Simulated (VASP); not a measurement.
```
CELL_PARAMETERS angstrom
      0.00000     5.66421     5.66421
      5.66421     0.00000     5.66421
      5.66421     5.66421     0.00000
ATOMIC_POSITIONS crystal
  Cs 0.75000 0.75000 0.75000
  Cs 0.25000 0.25000 0.25000
  Ag 0.50000 0.50000 0.50000
  Bi 0.00000 0.00000 0.00000
  Br 0.74800 0.25200 0.25200
  Br 0.25200 0.74800 0.74800
  Br 0.25200 0.74800 0.25200
  Br 0.74800 0.25200 0.74800
  Br 0.25200 0.25200 0.74800
  Br 0.74800 0.74800 0.25200
```

Level of theory: r2SCAN meta-GGA, VASP's PBE PAW potentials (set 64) (plane waves; VASP). Run with 400 eV cut-off, 4×4×4 Γ-centred mesh, tetrahedra with Blöchl corrections, potentials Cs_sv Ag Bi_d Br.

Unless said otherwise, spin-orbit coupling is left out, though it shifts the bands of the heavy elements here.

Task: Tabulate the total density of states (states/eV per cell) against energy (eV; zero at the valence-band maximum or, without a gap, the Fermi level).

Result: 
(E (eV), DOS (states/eV)): (-9.96, 0.00); (-9.74, 0.00); (-9.63, 0.00); (-9.40, 0.00); (-9.18, 0.00); (-9.07, 0.00); (-8.84, 0.00); (-8.62, 0.00); (-8.39, 0.00); (-8.28, 0.00); (-8.05, 0.00); (-7.83, 77.1); (-7.72, 29.7); (-7.49, 0.00); (-7.27, 0.00); (-7.16, 0.00); (-6.93, 0.00); (-6.71, 0.00); (-6.48, 0.00); (-6.37, 0.00); (-6.14, 0.00); (-5.92, 0.00); (-5.81, 0.00); (-5.58, 0.00); (-5.36, 0.00); (-5.25, 0.00); (-5.02, 0.00); (-4.80, 2.48); (-4.68, 10.3); (-4.46, 9.11); (-4.23, 10.7); (-4.01, 0.04); (-3.90, 0.00); (-3.67, 3.57); (-3.45, 10.4); (-3.34, 15.7); (-3.11, 13.5); (-2.89, 6.29); (-2.77, 8.12); (-2.55, 4.32); (-2.32, 20.0); (-2.10, 18.1); (-1.99, 15.6); (-1.76, 36.0); (-1.54, 26.9); (-1.43, 13.6); (-1.20, 4.17); (-0.98, 5.43); (-0.86, 3.74); (-0.64, 2.67); (-0.41, 2.46); (-0.19, 0.95); (-0.08, 0.24); (0.15, 0.00); (0.37, 0.00); (0.48, 0.00); (0.71, 0.00); (0.93, 0.00); (1.05, 0.00); (1.27, 0.00); (1.50, 0.00); (1.61, 0.00); (1.83, 0.22); (2.06, 1.04); (2.28, 3.10); (2.40, 3.97); (2.62, 2.02); (2.84, 0.93); (2.96, 1.17); (3.18, 4.20); (3.41, 7.11); (3.52, 5.62); (3.74, 3.14); (3.97, 0.00); (4.19, 0.00); (4.31, 0.02); (4.53, 0.18); (4.75, 0.49); (4.87, 0.59); (5.09, 1.17)
Within 2 eV below the valence-band maximum the largest weight inside VASP's projection spheres is Br p, then Ag d.

The structure comes from a computed database's Cs2AgBiBr6 entry (Fm-3m); how it stands against other phases isn't given here. It was relaxed first.
